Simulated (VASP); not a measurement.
A convergence study with VASP on AgCl (rock salt): one setting is varied, all else stays as given below, so the limit is that of these other settings. Each run relaxes cell and ions from the cell shown. The basis is that of the starting cell, so low cut-offs carry a Pulay error.

```xyz
2
Lattice="0.0000 2.7750 2.7750 2.7750 0.0000 2.7750 2.7750 2.7750 0.0000" Properties=species:S:1:pos:R:3 pbc="T T T"
Ag     0.0000     0.0000     0.0000
Cl     2.7750     2.7750     2.7750
```

The numbers are results of PBE GGA, VASP's PBE PAW potentials (set 64) (plane waves; VASP), not measurements. The tightest run used: 700 eV cut-off, 7×7×7 Γ-centred mesh, Gaussian smearing of 0.050 eV, potentials Ag Cl.

Gaps are read on the run's mesh, which can miss a band edge.

Task: The settings run are ENCUT = 200; ENCUT = 250; ENCUT = 300; ENCUT = 350; ENCUT = 400; ENCUT = 450; ENCUT = 500; ENCUT = 600; ENCUT = 650; ENCUT = 700. From which on does the relaxed volume stay within 0.1 Å³/atom of the tightest run?

Result: From ENCUT = 450 on: it is off by 0.047 there and by no more than 0.1 in any finer run, while ENCUT = 400 is off by 0.141.
```json
[
 {"setting": "ENCUT = 200", "relaxed volume (Å³/atom)": "18.193", "E (eV/atom)": "-2.8928", "gap on the mesh (eV)": "1.026", "plane waves": "286", "difference judged (Å³/atom)": "3.865"},
 {"setting": "ENCUT = 250", "relaxed volume (Å³/atom)": "20.976", "E (eV/atom)": "-2.6985", "gap on the mesh (eV)": "0.965", "plane waves": "393", "difference judged (Å³/atom)": "1.081"},
 {"setting": "ENCUT = 300", "relaxed volume (Å³/atom)": "21.861", "E (eV/atom)": "-2.7006", "gap on the mesh (eV)": "0.972", "plane waves": "531", "difference judged (Å³/atom)": "0.196"},
 {"setting": "ENCUT = 350", "relaxed volume (Å³/atom)": "21.822", "E (eV/atom)": "-2.6988", "gap on the mesh (eV)": "0.981", "plane waves": "646", "difference judged (Å³/atom)": "0.236"},
 {"setting": "ENCUT = 400", "relaxed volume (Å³/atom)": "21.916", "E (eV/atom)": "-2.6995", "gap on the mesh (eV)": "0.986", "plane waves": "785", "difference judged (Å³/atom)": "0.141"},
 {"setting": "ENCUT = 450", "relaxed volume (Å³/atom)": "22.011", "E (eV/atom)": "-2.7003", "gap on the mesh (eV)": "0.988", "plane waves": "941", "difference judged (Å³/atom)": "0.047"},
 {"setting": "ENCUT = 500", "relaxed volume (Å³/atom)": "22.025", "E (eV/atom)": "-2.7003", "gap on the mesh (eV)": "0.989", "plane waves": "1096", "difference judged (Å³/atom)": "0.032"},
 {"setting": "ENCUT = 600", "relaxed volume (Å³/atom)": "22.032", "E (eV/atom)": "-2.7004", "gap on the mesh (eV)": "0.990", "plane waves": "1436", "difference judged (Å³/atom)": "0.025"},
 {"setting": "ENCUT = 650", "relaxed volume (Å³/atom)": "22.050", "E (eV/atom)": "-2.7006", "gap on the mesh (eV)": "0.990", "plane waves": "1639", "difference judged (Å³/atom)": "0.008"},
 {"setting": "ENCUT = 700", "relaxed volume (Å³/atom)": "22.057", "E (eV/atom)": "-2.7006", "gap on the mesh (eV)": "0.990", "plane waves": "1823", "difference judged (Å³/atom)": "0.000"}
]
```

Left out are rungs that failed or repeat a setting and relaxations that didn't move; long series are thinned to 24 rows.

The compound is AgCl in the rock salt structure.
